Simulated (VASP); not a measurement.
Input of a VASP 6.6.1 run:

INCAR

```
ALGO     = Fast           # electronic algorithm
EDIFF    = 1E-7           # SCF threshold, eV
ENCUT    = 520            # plane-wave cutoff, eV
GGA      = CA             # functional
ISIF     = 2              # what is computed and relaxed
ISMEAR   = -1             # smearing method
LASPH    = T              # aspherical terms in the spheres
LCHARG   = F              # write CHGCAR
LREAL    = F              # projectors in reciprocal space
LWAVE    = F              # write WAVECAR
NBANDS   = 62             # bands
NELM     = 100            # most SCF steps
PREC     = Accurate       # precision mode
SIGMA    = 0.05           # smearing width, eV
```

File KPOINTS:

```
k-points
0
Gamma
  2 2 3
```

File POSCAR:

```
AgAuCl4
1.0
    6.7261420000      0.1031810000      0.3304330000
   -0.9554220000      8.2000090000     -0.5482320000
    0.5206940000     -0.4444360000      6.2103480000
Cl Ag Au
8 2 2
Direct
    0.1152774635      0.3671967515      0.9356940273
    0.3838507299      0.8085672242      0.6717561525
    0.2302438378      0.0697228840      0.0287309429
    0.8470707750      0.9393554422      0.6646889313
    0.7385264723      0.1794413805      0.0194534975
    0.9911155284      0.6574370671      0.7889125957
    0.5387441406      0.4810370734      0.9798227208
    0.6610214824      0.8860070537      0.2490047430
    0.0656047046      0.3170799658      0.4327006191
    0.6783129488      0.5738732960      0.4537328218
    0.2361816107      0.7348801245      0.2000380015
    0.5035096184      0.1829996140      0.5794875023
```

Potentials or basis: VASP PAW LDA potentials, release 64 (Cl, Ag, Au).

Command:

```sh
$ cat potpaw_LDA.64/Cl/POTCAR potpaw_LDA.64/Ag/POTCAR potpaw_LDA.64/Au/POTCAR > POTCAR
$ mpirun -np 1 vasp_std > vasp.out
```

Question: What does it give for the pressure?

Answer: -8.0 GPa.

Question: Estimate the band gap on the k mesh.

Answer: None (metal or under the smearing width).

Question: Estimate the largest force.

Answer: 1.059 eV/Å.

Forces in eV/Å, atoms in the order of the input:
```
Cl  -0.155  0.164 -0.134
Cl   0.140 -0.265 -0.801
Cl  -0.143  0.135  0.672
Cl   0.144 -0.121 -0.036
Cl  -0.104 -0.041  0.192
Cl  -0.183 -0.523 -0.098
Cl  -0.055  0.150  0.058
Cl  -0.750  0.032  0.271
Ag   0.120 -0.237 -0.152
Ag  -0.284  0.533  0.222
Au   0.860  0.421 -0.452
Au   0.410 -0.247  0.257
```

Caveat: the k mesh is coarse (spacing up to 0.47 Å⁻¹), so the values aren't converged. Spin-orbit coupling is left out, which matters for the levels of Au.
